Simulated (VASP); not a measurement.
Here is the system:

```
AlNi
1.0
    2.89000     0.00000     0.00000
    0.00000     2.89000     0.00000
    0.00000     0.00000     2.89000
Al Ni
1 1
Direct
  0.50000   0.50000   0.50000
  0.00000   0.00000   0.00000
```

Method: r2SCAN meta-GGA, VASP's PBE PAW potentials (set 64) (plane waves; VASP 6.6.1). Numerical set-up: 520 eV cut-off, 11×11×11 Γ-centred mesh, first-order Methfessel-Paxton smearing of 0.10 eV, potentials Al Ni.

Energy and stress use the plane-wave basis of the starting cell.

**Question.** The ions, cell shape and volume are relaxed. What does this cell relax into?

**Answer.** 
```
AlNi
1.0
    2.86334     0.00000     0.00000
    0.00000     2.86334     0.00000
    0.00000     0.00000     2.86334
Al Ni
1 1
Direct
  0.50000   0.50000   0.50000
  0.00000   0.00000   0.00000
```
Space group Pm-3m (221), at a tolerance of 0.03 Å.

**Question.** How do energy and volume change from the first to the last step?

**Answer.** The energy (σ→0) changes by -4.8 meV/atom and the volume by -2.7 %, in 3 ionic steps.

| step | E(σ→0) (eV) | max force (eV/Å) | pressure (GPa) | volume (Å³) |
|---|---|---|---|---|
| 1 | -20.0513 | 0.000 | -4.54 | 24.14 |
| 2 | -20.0545 | 0.000 | 4.11 | 22.96 |
| 3 | -20.0610 | 0.000 | 0.02 | 23.48 |

The compound is NiAl in the CsCl type structure. This run relaxes it. Symmetry was kept, so distortions that lower it aren't found. The run is not spin-polarised, so no magnetic state was tried. The electron count is odd and the run is not spin-polarised, which forces a metal.
